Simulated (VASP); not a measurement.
Input for VASP

**KPOINTS**
```
Automatic mesh
0
Gamma
6 6 3
0 0 0
```

### POSCAR
```
CdSe
1.0
  2.1794704326  -3.7749532767   0.0000000000
  2.1794704326   3.7749532767   0.0000000000
  0.0000000000   0.0000000000   7.1047940207
Cd Se
2 2
Cartesian
  2.1794704326  -1.2583202755   3.5527609207
  2.1794704326   1.2583202755   0.0003639104
  2.1794704326  -1.2583202755   6.2234356517
  2.1794704326   1.2583202755   2.6710386414
```

INCAR:
```
! general
SYSTEM    =  CdSe
PREC      =  Accurate
ENCUT     =  520
LREAL     =  .FALSE.
LASPH     =  .TRUE.

! electronic loop
EDIFF     =  1E-7
NELM      =  100
ALGO      =  Normal
LMAXMIX   =  4

! smearing
ISMEAR    =  0
SIGMA     =  0.05

! functional
GGA       =  MK
LUSE_VDW  =  .TRUE.
AGGAC     =  0.0
PARAM1    =  0.1234568
PARAM2    =  0.7114
ZAB_VDW   =  -1.8867

! ions
IBRION    =  2
NSW       =  30
ISIF      =  4
EDIFFG    =  -0.01

! output
LWAVE     =  .FALSE.
LCHARG    =  .FALSE.
```

POTCAR, in this order: Cd Se (PBE.64 set). Program: vasp_std.

Translate this rev-vdW-DF2 calculation to Quantum ESPRESSO's pw.x.

One equivalent input (not run):
```
&CONTROL
  calculation = 'vc-relax'
  pseudo_dir = './pseudo'
  outdir = './out'
  tprnfor = .true.
  tstress = .true.
  nstep = 30
  forc_conv_thr = 0.00039
/
&SYSTEM
  ibrav = 0
  nat = 4
  ntyp = 2
  ecutwfc = 102
  occupations = 'smearing'
  smearing = 'gaussian'
  degauss = 0.003675
  input_dft = 'vdw-df2-b86r'
/
&ELECTRONS
  conv_thr = 7.3e-09
  electron_maxstep = 100
/
&IONS
/
&CELL
  cell_dofree = 'shape'
/
ATOMIC_SPECIES
  Cd 112.414 Cd.upf
  Se 78.971 Se.upf
CELL_PARAMETERS angstrom
     2.1794704   -3.7749533    0.0000000
     2.1794704    3.7749533    0.0000000
     0.0000000    0.0000000    7.1047940
ATOMIC_POSITIONS crystal
  Cd   0.6666670  0.3333330  0.5000512
  Cd   0.3333330  0.6666670  0.0000512
  Se   0.6666670  0.3333330  0.8759488
  Se   0.3333330  0.6666670  0.3759488
K_POINTS automatic
  6 6 3 0 0 0
```
The two are equivalent in intent, not identical: the potentials are each code's own (VASP's PAW set, PseudoDojo norm-conserving files in pw.x), so ENCUT and ecutwfc are chosen apart and not converted; conv_thr bounds pw.x's estimated SCF error, while EDIFF bounds the energy change between steps; forc_conv_thr acts on force components and is met together with etot_conv_thr.

The compound is CdSe in the wurtzite structure. This run relaxes it. Symmetry was kept, so distortions that lower it aren't found.
